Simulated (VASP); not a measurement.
Consider the following.

```xyz
2
Lattice="0.0000 3.4486 3.4486 3.4486 0.0000 3.4486 3.4486 3.4486 0.0000" Properties=species:S:1:pos:R:3 pbc="T T T"
Hg     0.0000     0.0000     0.0000
Te     1.7243     1.7243     1.7243
```

Computed with vdW-DF2, VASP's PBE PAW potentials (set 64) (plane waves; VASP 6.6.1). Run with 520 eV cut-off, Gaussian smearing of 0.050 eV, potentials Hg Te.

Unless said otherwise, spin-orbit coupling is left out, though it shifts the bands of the heavy elements here.

What does the run give for the band gap (along the path) with the smallest direct gap where there is one?

```yaml
band gap (along the path): none (metal, semimetal or under 0.01 eV)
```

Only differences to runs with the same potentials and settings are physical.

The compound is HgTe in the zinc blende structure. It was relaxed first, which changed the volume by +22 %.
